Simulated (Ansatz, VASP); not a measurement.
**AlN: VASP beside Ansatz**

Aim: how closely do two programs agree when they are given the same cell, functional and k mesh? The cell is taken from a series of runs on this material, whose earlier steps may have relaxed, scaled, displaced or heated it; both programs get it as it stands.

Program: Ansatz 0.2.0. Level of theory: plane waves, with VASP 6.6.1 beside it; zone-centre phonons at LDA. Results are calculated unless marked as measured.

## (1) The starting structure

It takes space group F-43m (No. 216, cubic). The conventional cell has a = 4.371 Å, b = 4.371 Å, c = 4.371 Å, α = 90.00°, β = 90.00°, γ = 90.00°. Nearest to N lie 4 Al at 1.89 Å. Nearest to Al lie 4 N at 1.89 Å. Farther neighbours and most contacts between anions are not listed.

Coordinates:

```xyz
2
Lattice="0.0000 2.1854 2.1854 2.1854 0.0000 2.1854 2.1854 2.1854 0.0000" Properties=species:S:1:pos:R:3 pbc="T T T"
N     1.0927    1.0927    1.0927
Al    0.0000    0.0000    0.0000
```

## (2) VASP: zone-centre phonons, LDA, pair 1

Second derivatives magnify differences that forces hide, and they need a tight electronic threshold.

Lines of VASP's logs that name or quote its potential files are left out, and so is its time.

INCAR reads:

```
SYSTEM = AlN
PREC = Accurate
ENCUT = 600
EDIFF = 1E-08
NELM = 120
ISMEAR = 0
SIGMA = 0.01
LREAL = .FALSE.
ALGO = Normal
GGA = CA
NBANDS = 10
LORBIT = 11
LWAVE = .FALSE.
LCHARG = .FALSE.
ISIF = 2
IBRION = 8
LEPSILON = .TRUE.
LASPH = .TRUE.
GGA_COMPAT = .FALSE.
EFERMI = MIDGAP
KPAR = 2
```

POSCAR reads:

```
AlN
1.0
    0.0000000000      2.1854228066      2.1854228066
    2.1854228066      0.0000000000      2.1854228066
    2.1854228066      2.1854228066      0.0000000000
N Al
1 1
Direct
    0.2500000000      0.2500000000      0.2500000000
    0.0000000000      0.0000000000      0.0000000000
```

KPOINTS reads:

```
Automatic mesh
0
Gamma
12 12 12
0 0 0
```

The projector-augmented-wave data sets are N and Al (LDA family, release 64).

Run with:

```bash
mpirun -np 2 vasp_std
```

Numbers of over 12 decimals in the logs are rounded to 6 here.

Output:

```text
[banner, memory and clock lines left out]
running    2 mpi-ranks, on    1 nodes
 distrk:  each k-point on    1 cores,    2 groups
 distr:  one band on    1 cores,    1 groups

 POSCAR found type information on POSCAR N Al
 POSCAR found :  2 types and       2 ions
 LDA part: xc-table for (Slater(with rela. corr.)+CA(PZ))
 , standard interpolation
 POSCAR, INCAR and KPOINTS ok, starting setup
 FFT: planning ... GRIDC
 FFT: planning ... GRID_SOFT
 FFT: planning ... GRID
 WAVECAR not read
 entering main loop
       N       E                     dE             d eps       ncg     rms          rms(c)
DAV:   1     0.126625376086E+02    0.12663E+02   -0.43448E+03  1456   0.763E+02
DAV:   2    -0.180091730923E+02   -0.30672E+02   -0.28708E+02  1726   0.138E+02
DAV:   3    -0.188929045221E+02   -0.88373E+00   -0.88249E+00  1742   0.233E+01
DAV:   4    -0.188963866089E+02   -0.34821E-02   -0.34819E-02  1608   0.176E+00
DAV:   5    -0.188964166447E+02   -0.30036E-04   -0.30036E-04  1668   0.157E-01    0.864E+00
DAV:   6    -0.164462979130E+02    0.24501E+01   -0.13277E+01  1500   0.192E+01    0.296E+00
DAV:   7    -0.164018894065E+02    0.44409E-01   -0.93024E-02  1600   0.271E+00    0.191E+00
DAV:   8    -0.163730219867E+02    0.28867E-01   -0.30245E-02  1522   0.169E+00    0.366E-01
DAV:   9    -0.163726505816E+02    0.37141E-03   -0.13337E-03  1626   0.246E-01    0.180E-01
DAV:  10    -0.163726700082E+02   -0.19427E-04   -0.68203E-05  1566   0.635E-02    0.414E-02
DAV:  11    -0.163726685092E+02    0.14990E-05   -0.13666E-06  1628   0.931E-03    0.867E-03
DAV:  12    -0.163726685024E+02    0.68019E-08   -0.38874E-08  1664   0.167E-03
   1 F= -.16372669E+02 E0= -.16372669E+02  d E =0.000000E+00
 Linear response reoptimize wavefunctions to high precision
DAV:   1    -0.163726684975E+02    0.49416E-08   -0.20490E-08  1614   0.938E-04
DAV:   2    -0.163726684975E+02    0.97771E-11   -0.10024E-10   818   0.111E-04
 Linear response G [H, r] |phi>, progress :
  Direction:   1
       N       E                     dE             d eps       ncg     rms
RMM:   1    -0.353064073373E+02   -0.35306E+02   -0.40860E+00  3505   0.489E+01
RMM:   2    -0.311833072602E+02    0.41231E+01   -0.12553E+00  2311   0.896E+00
RMM:   3    -0.311917328550E+02   -0.84256E-02   -0.68496E-03  2365   0.818E-01
RMM:   4    -0.311920867621E+02   -0.35391E-03   -0.67759E-05  2466   0.992E-02
RMM:   5    -0.311921013172E+02   -0.14555E-04   -0.59241E-05  2533   0.138E-02
RMM:   6    -0.311921021636E+02   -0.84633E-06   -0.64787E-05  2593   0.234E-03
RMM:   7    -0.311921023353E+02   -0.17170E-06   -0.66387E-05  2571   0.756E-04
RMM:   8    -0.311921023674E+02   -0.32064E-07   -0.66534E-05  2083   0.527E-04
RMM:   9    -0.311921023735E+02   -0.61833E-08   -0.67453E-05  1844   0.510E-04
RMM:  10    -0.311921013146E+02    0.10590E-05   -0.60647E-05  1699   0.510E-04
RMM:  11    -0.311921004751E+02    0.83947E-06   -0.26608E-05  1472   0.510E-04
 Linear response G [H, r] |phi>, progress :
  Direction:   2
       N       E                     dE             d eps       ncg     rms
RMM:   1    -0.327322423354E+02   -0.32732E+02    0.20859E+00  3508   0.474E+01
RMM:   2    -0.310372120968E+02    0.16950E+01   -0.10612E+00  2302   0.836E+00
RMM:   3    -0.310476942035E+02   -0.10482E-01   -0.52448E-03  2358   0.768E-01
RMM:   4    -0.310480554476E+02   -0.36124E-03    0.36088E-05  2472   0.942E-02
RMM:   5    -0.310480697937E+02   -0.14346E-04    0.27366E-05  2515   0.132E-02
RMM:   6    -0.310480704956E+02   -0.70191E-06    0.22897E-05  2611   0.246E-03
RMM:   7    -0.310480706522E+02   -0.15659E-06    0.21346E-05  2566   0.928E-04
RMM:   8    -0.310480706388E+02    0.13441E-07    0.21010E-05  2061   0.707E-04
RMM:   9    -0.310480716179E+02   -0.97909E-06    0.97032E-06  1821   0.695E-04
RMM:  10    -0.310480717571E+02   -0.13928E-06    0.45630E-05  1639   0.689E-04
RMM:  11    -0.310480723457E+02   -0.58860E-06   -0.59728E-05  1455   0.688E-04
 Linear response G [H, r] |phi>, progress :
  Direction:   3
       N       E                     dE             d eps       ncg     rms
RMM:   1    -0.269970143582E+02   -0.26997E+02    0.79789E+01  3317   0.483E+01
RMM:   2    -0.249951652892E+02    0.20018E+01   -0.11496E+00  2293   0.820E+00
RMM:   3    -0.249980244292E+02   -0.28591E-02   -0.98242E-03  2323   0.733E-01
RMM:   4    -0.249980413241E+02   -0.16895E-04   -0.12828E-04  2469   0.879E-02
RMM:   5    -0.249980421439E+02   -0.81978E-06   -0.35788E-06  2496   0.124E-02
RMM:   6    -0.249980421516E+02   -0.77300E-08   -0.89930E-07  2550   0.208E-03
RMM:   7    -0.249980421490E+02    0.25892E-08   -0.55558E-07  2404   0.646E-04
RMM:   8    -0.249980421929E+02   -0.43834E-07   -0.49158E-07  1995   0.436E-04
RMM:   9    -0.249980421948E+02   -0.19075E-08   -0.96521E-07  1727   0.419E-04
RMM:  10    -0.249980421949E+02   -0.11771E-09   -0.17377E-06  1603   0.420E-04
RMM:  11    -0.249980421937E+02    0.11535E-08    0.70964E-08  1395   0.418E-04
 Linear response to external field (no local field effect), progress :
  Direction:   1
       N       E                     dE             d eps       ncg     rms          rms(c)
RMM:   1    -0.255738753424E+00   -0.25574E+00   -0.96935E-01  3263   0.232E+00
RMM:   2    -0.261540773973E+00   -0.58020E-02   -0.18620E-03  2326   0.280E-01
[...]
RMM:   1    -0.143849782364E+00   -0.14385E+00   -0.42708E-01  3192   0.186E+00
RMM:   2    -0.146644209364E+00   -0.27944E-02   -0.10199E-03  2308   0.214E-01
RMM:   3    -0.146652579230E+00   -0.83699E-05   -0.89396E-06  2332   0.191E-02
RMM:   4    -0.146652668389E+00   -0.89159E-07   -0.13039E-07  2392   0.221E-03
RMM:   5    -0.146652669044E+00   -0.65479E-09   -0.61908E-09  2272   0.300E-04
 change of polarisation eV/A/(eV/A) component  3 :     0.039    -0.039     0.293
 dielectric tensor                  component  3 :     0.339    -0.337     3.542
 Linear response to external field, progress :
  Direction:   1
       N       E                     dE             d eps       ncg     rms          rms(c)
RMM:   1    -0.214244883664E+00   -0.21424E+00   -0.76890E-01 12680   0.212E+00
RMM:   2    -0.219146142124E+00   -0.49013E-02   -0.15915E-03  8985   0.254E-01    0.690E-01
RMM:   3    -0.212389867787E+00    0.67563E-02   -0.33622E-03  8779   0.374E-01    0.404E-01
RMM:   4    -0.219383599007E+00   -0.69937E-02   -0.47507E-03  8823   0.459E-01    0.505E-02
RMM:   5    -0.220503720114E+00   -0.11201E-02   -0.77906E-05  9245   0.720E-02    0.923E-03
RMM:   6    -0.220621013365E+00   -0.11729E-03   -0.55356E-07  9473   0.630E-03    0.387E-03
RMM:   7    -0.220653927864E+00   -0.32914E-04   -0.66659E-08  9443   0.204E-03    0.246E-04
RMM:   8    -0.220655869718E+00   -0.19419E-05   -0.41990E-09  9337   0.178E-04    0.952E-05
RMM:   9    -0.220655712026E+00    0.15769E-06   -0.36198E-09  7252   0.700E-05    0.404E-06
 change of polarisation eV/A/(eV/A) component  1 :     0.412     0.076     0.042
 dielectric tensor                  component  1 :     4.572     0.656     0.361
 Linear response to external field, progress :
  Direction:   2
       N       E                     dE             d eps       ncg     rms          rms(c)
RMM:   1    -0.214245012504E+00   -0.21425E+00   -0.76890E-01 12680   0.212E+00
RMM:   2    -0.219146120012E+00   -0.49011E-02   -0.15912E-03  8986   0.254E-01    0.690E-01
RMM:   3    -0.212389839708E+00    0.67563E-02   -0.33624E-03  8780   0.374E-01    0.404E-01
RMM:   4    -0.219383586287E+00   -0.69937E-02   -0.47511E-03  8823   0.459E-01    0.505E-02
RMM:   5    -0.220503600519E+00   -0.11200E-02   -0.77860E-05  9245   0.720E-02    0.924E-03
RMM:   6    -0.220620798195E+00   -0.11720E-03   -0.54530E-07  9476   0.630E-03    0.388E-03
RMM:   7    -0.220653927905E+00   -0.33130E-04   -0.64985E-08  9448   0.204E-03    0.247E-04
RMM:   8    -0.220655860161E+00   -0.19323E-05   -0.34178E-09  9333   0.178E-04    0.972E-05
RMM:   9    -0.220655727510E+00    0.13265E-06   -0.28737E-09  7253   0.709E-05    0.403E-06
 change of polarisation eV/A/(eV/A) component  2 :     0.053     0.412     0.054
 dielectric tensor                  component  2 :     0.455     4.572     0.465
 Linear response to external field, progress :
  Direction:   3
       N       E                     dE             d eps       ncg     rms          rms(c)
RMM:   1    -0.214245402826E+00   -0.21425E+00   -0.76891E-01 12680   0.212E+00
RMM:   2    -0.219146116113E+00   -0.49007E-02   -0.15911E-03  8985   0.254E-01    0.690E-01
RMM:   3    -0.212389832357E+00    0.67563E-02   -0.33623E-03  8779   0.374E-01    0.404E-01
RMM:   4    -0.219383567445E+00   -0.69937E-02   -0.47508E-03  8823   0.459E-01    0.505E-02
RMM:   5    -0.220503596629E+00   -0.11200E-02   -0.77901E-05  9242   0.720E-02    0.924E-03
RMM:   6    -0.220620796380E+00   -0.11720E-03   -0.55331E-07  9478   0.630E-03    0.389E-03
RMM:   7    -0.220653924147E+00   -0.33128E-04   -0.66378E-08  9435   0.204E-03    0.247E-04
RMM:   8    -0.220655856996E+00   -0.19328E-05   -0.39752E-09  9332   0.178E-04    0.972E-05
RMM:   9    -0.220655723304E+00    0.13369E-06   -0.33448E-09  7261   0.706E-05    0.403E-06
 change of polarisation eV/A/(eV/A) component  3 :     0.044     0.074     0.412
 dielectric tensor                  component  3 :     0.377     0.640     4.572
 Linear response DOF=           2
 Linear response progress:
  Degree of freedom:   1/  2
       N       E                     dE             d eps       ncg     rms          rms(c)
RMM:   1    -0.231658428983E+00   -0.23166E+00    0.19856E-01 10705   0.325E+00
RMM:   2    -0.231721784868E+00   -0.63356E-04   -0.20351E-03  8713   0.388E-01    0.176E-01
RMM:   3    -0.232551801202E+00   -0.83002E-03   -0.66220E-04  8218   0.175E-01    0.879E-02
RMM:   4    -0.234318820274E+00   -0.17670E-02   -0.59387E-04  8320   0.160E-01    0.211E-02
RMM:   5    -0.234326961662E+00   -0.81414E-05   -0.16102E-05  9350   0.309E-02    0.193E-03
RMM:   6    -0.234343248699E+00   -0.16287E-04   -0.13012E-07  9524   0.286E-03    0.853E-04
RMM:   7    -0.234343295339E+00   -0.46640E-07   -0.87089E-09  9496   0.645E-04    0.578E-05
RMM:   8    -0.234342233022E+00    0.10623E-05   -0.29117E-08  9603   0.124E-04    0.260E-05
RMM:   9    -0.234342222784E+00    0.10238E-07   -0.31249E-08  9965   0.625E-05    0.234E-06
RMM:  10    -0.234342254399E+00   -0.31615E-07   -0.34620E-08  9572   0.440E-05    0.101E-06
RMM:  11    -0.234342251952E+00    0.24469E-08   -0.31415E-08  7431   0.423E-05    0.739E-08
 first order change of Fermi-energy  -0.13579E-01
 force on displaced ion       1 direction 1 : -14.397   0.000   0.000
 Born effective charge ion    1 direction 1 :  -2.533   0.000   0.000
 Linear response progress:
  Degree of freedom:   2/  2
       N       E                     dE             d eps       ncg     rms          rms(c)
RMM:   1    -0.591593879068E-02   -0.59159E-02   -0.36443E-03 13133   0.681E-01
RMM:   2    -0.536700426494E-02    0.54893E-03   -0.21023E-04  8640   0.116E-01    0.875E-02
RMM:   3    -0.526871441626E-02    0.98290E-04   -0.41922E-05  9001   0.489E-02    0.474E-02
RMM:   4    -0.527828725513E-02   -0.95728E-05   -0.32409E-05  8938   0.461E-02    0.765E-03
RMM:   5    -0.527847529958E-02   -0.18804E-06   -0.13898E-06  9131   0.699E-03    0.721E-04
RMM:   6    -0.527739173569E-02    0.10836E-05    0.10301E-07  9199   0.613E-04    0.320E-04
RMM:   7    -0.527644151387E-02    0.95022E-06    0.12619E-07  9242   0.377E-04    0.270E-05
RMM:   8    -0.527646592072E-02   -0.24407E-07    0.17339E-08  9450   0.404E-05    0.995E-06
RMM:   9    -0.527645988425E-02    0.60365E-08    0.18366E-08  9767   0.148E-05    0.720E-07
 first order change of Fermi-energy   0.13827E-01
 force on displaced ion       2 direction 1 : -14.393   0.000   0.000
 Born effective charge ion    2 direction 1 :   2.533   0.000   0.000
 Born effective charges drift removed
 Linear response finished
```

OUTCAR, selected parts (step 2):

```text
ion  position               nearest neighbor table
   1  0.250  0.250  0.250-   2 1.89   2 1.89   2 1.89   2 1.89
   2  0.000  0.000  0.000-   1 1.89   1 1.89   1 1.89   1 1.89

  LATTYP: Found a face centered cubic cell.
 ALAT       =     4.3708456132

 Subroutine GETGRP returns: Found 24 space group operations
 (whereof 24 operations were pure point group operations)

The static configuration has the point symmetry T_d .

 Found     72 irreducible k-points:

   k-points           NKPTS =     72   k-points in BZ     NKDIM =     72   number of bands    NBANDS=     10

   dimension x,y,z NGX =    28 NGY =   28 NGZ =   28
   dimension x,y,z NGXF=    56 NGYF=   56 NGZF=   56

   ENCUT  =  600.0 eV  44.10 Ry    6.64 a.u.   6.17  6.17  6.17*2*pi/ulx,y,z

   NELECT =       8.0000    total number of electrons

 k-points in reciprocal lattice and weights: Automatic mesh
   0.00000000  0.00000000  0.00000000       0.001
   0.08333333  0.00000000  0.00000000       0.005
   0.16666667  0.00000000  0.00000000       0.005
   0.25000000  0.00000000  0.00000000       0.005
   0.33333333  0.00000000  0.00000000       0.005
   0.41666667  0.00000000  0.00000000       0.005
   0.50000000  0.00000000  0.00000000       0.002
   0.08333333  0.08333333  0.00000000       0.003
   0.16666667  0.08333333  0.00000000       0.014
[...]
-0.33333333  0.50000000  0.16666667       0.007
  -0.25000000  0.50000000  0.25000000       0.003

 average (electrostatic) potential at core
       1 -59.9266       2 -69.9341

  Total       -0.4561251     -0.4561251     -0.4561251      0.0000000      0.0000000      0.0000000
  in kB      -35.0072599    -35.0072599    -35.0072599      0.0000000      0.0000000      0.0000000
  external PRESSURE =     -35.0072599 kB  Pullay stress =       0.0000000 kB

  energy-cutoff  :      600.00
  volume of cell :       20.88
      direct lattice vectors                 reciprocal lattice vectors
     0.000000000  2.185422807  2.185422807    -0.228788680  0.228788680  0.228788680
     2.185422807  0.000000000  2.185422807     0.228788680 -0.228788680  0.228788680
     2.185422807  2.185422807  0.000000000     0.228788680  0.228788680 -0.228788680

 POSITION                                       TOTAL-FORCE (eV/Angst)
 -----------------------------------------------------------------------------------
      1.09271      1.09271      1.09271        -0.000000     -0.000000     -0.000000
      0.00000      0.00000      0.00000         0.000000      0.000000      0.000000
 -----------------------------------------------------------------------------------
    total drift:                               -0.000000     -0.000000     -0.000000

 MACROSCOPIC STATIC DIELECTRIC TENSOR (including local field effects in DFT)
 ------------------------------------------------------
           4.572378     0.000000     0.000000
           0.000000     4.572378     0.000000
           0.000000     0.000000     4.572378
 ------------------------------------------------------

 PIEZOELECTRIC TENSOR (including local field effects)  for field in x, y, z        (C/m^2)
          XX          YY          ZZ          XY          YZ          ZX
  --------------------------------------------------------------------------------
  x    -0.00000     0.00000     0.00000     0.00000    -0.61707     0.00000
  y    -0.00000     0.00000    -0.00000     0.00000     0.00000    -0.61707
  z     0.00000     0.00000    -0.00000    -0.61707     0.00000     0.00000

 BORN EFFECTIVE CHARGES (including local field effects) (in |e|, cummulative output)
 ---------------------------------------------------------------------------------
 ion    1
    1    -2.53249     0.00000     0.00000
    2    -0.00000    -2.53249     0.00000
    3    -0.00000     0.00000    -2.53249
 ion    2
    1     2.53249     0.00000     0.00000
    2     0.00000     2.53249    -0.00000
    3     0.00000    -0.00000     2.53249

 Eigenvectors and eigenvalues of the dynamical matrix
 ----------------------------------------------------

   1 f  =   19.536786 THz   122.753247 2PiTHz  651.677037 cm-1    80.797619 meV
             X         Y         Z           dx          dy          dz
      1.092711  1.092711  1.092711     0.269394    0.765409    0.000000
      0.000000  0.000000  0.000000    -0.194034   -0.551295   -0.000000

   2 f  =   19.536786 THz   122.753247 2PiTHz  651.677037 cm-1    80.797619 meV
             X         Y         Z           dx          dy          dz
      1.092711  1.092711  1.092711     0.000000    0.000000    0.811434
      0.000000  0.000000  0.000000     0.000000    0.000000   -0.584445

   3 f  =   19.536786 THz   122.753247 2PiTHz  651.677037 cm-1    80.797619 meV
             X         Y         Z           dx          dy          dz
      1.092711  1.092711  1.092711     0.765409   -0.269394   -0.000000
      0.000000  0.000000  0.000000    -0.551295    0.194034   -0.000000

   4 f/i=    0.001283 THz     0.008058 2PiTHz    0.042781 cm-1     0.005304 meV
             X         Y         Z           dx          dy          dz
      1.092711  1.092711  1.092711     0.520827   -0.261097   -0.046291
      0.000000  0.000000  0.000000     0.723108   -0.362503   -0.064270

   5 f/i=    0.001283 THz     0.008058 2PiTHz    0.042781 cm-1     0.005304 meV
             X         Y         Z           dx          dy          dz
      1.092711  1.092711  1.092711    -0.125825   -0.153533   -0.549701
      0.000000  0.000000  0.000000    -0.174694   -0.213162   -0.763196

   6 f/i=    0.001283 THz     0.008058 2PiTHz    0.042781 cm-1     0.005304 meV
             X         Y         Z           dx          dy          dz
      1.092711  1.092711  1.092711    -0.233415   -0.499831    0.193032
      0.000000  0.000000  0.000000    -0.324070   -0.693958    0.268003

 MACROSCOPIC STATIC DIELECTRIC TENSOR IONIC CONTRIBUTION
 ------------------------------------------------------
           3.862016     0.000000     0.000000
           0.000000     3.862016    -0.000000
           0.000000    -0.000000     3.862016
 ------------------------------------------------------

 ELASTIC MODULI CONTR FROM IONIC RELAXATION (kBar)
 Direction    XX          YY          ZZ          XY          YZ          ZX
 --------------------------------------------------------------------------------
 XX          -0.0000      0.0000      0.0000     -0.0000      0.0000      0.0000
 YY           0.0000     -0.0000      0.0000     -0.0000     -0.0000     -0.0000
 ZZ           0.0000      0.0000     -0.0000      0.0000     -0.0000      0.0000
 XY          -0.0000     -0.0000      0.0000   -368.0946      0.0000      0.0000
 YZ           0.0000     -0.0000     -0.0000      0.0000   -368.0946      0.0000
 ZX           0.0000     -0.0000      0.0000      0.0000      0.0000   -368.0946
 --------------------------------------------------------------------------------

 PIEZOELECTRIC TENSOR IONIC CONTR  for field in x, y, z        (C/m^2)
          XX          YY          ZZ          XY          YZ          ZX
  --------------------------------------------------------------------------------
  x    -0.00000     0.00000     0.00000     0.00000     1.12191     0.00000
  y    -0.00000     0.00000    -0.00000    -0.00000     0.00000     1.12191
  z     0.00000     0.00000    -0.00000     1.12191     0.00000    -0.00000
```

[end of part 1 of 3]

[Lines on the potential files, build, host, timing and source positions are cut from VASP's logs without a mark.]

[Logs are printed without paths, hosts, clocks, repeated set-up lines and the standing remarks that a program may print on its own settings, such as how far it seeks lower states.]

[Hosts, paths, dates, database ids (printed as entryN), source tags and the programs' standing remarks are cut or masked in the printed files.]
